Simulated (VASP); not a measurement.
Consider the following.

```
InP
1.0
    0.00000     2.95152     2.95152
    2.95152     0.00000     2.95152
    2.95152     2.95152     0.00000
In P
1 1
Direct
  0.00000   0.00000   0.00000
  0.25000   0.25000   0.25000
```

These are r2SCAN meta-GGA, VASP's PBE PAW potentials (set 64) (plane waves; VASP 6.6.1) values and carry that method's errors. Numerical set-up: 480 eV cut-off, 8×8×8 Γ-centred mesh, Gaussian smearing of 0.050 eV, potentials In_d P.

Each relaxation starts from this cell; other phases were not tried.

Question: The cell is relaxed at 20 GPa. What happens?

Answer: The volume per atom goes from 25.71 to 21.25 Å³ (-17.3 %), and the cell becomes a = 5.540 Å, b = 5.540 Å, c = 5.540 Å, α = 90.00°, β = 90.00°, γ = 90.00°, space group F-43m. The gap on the mesh goes from 1.04 to 1.68 eV.

Question: The cell is relaxed at 30 GPa. What happens?

Answer: The volume per atom goes from 25.71 to 20.00 Å³ (-22.2 %), and the cell becomes a = b = c = 5.4292 Å, α = β = γ = 90.00°, space group F-43m. The gap on the mesh goes from 1.04 to 1.53 eV.

Failed runs are left out, and for metals the shear rows, which the mesh's noise covers.

The compound is InP in the zinc blende structure.
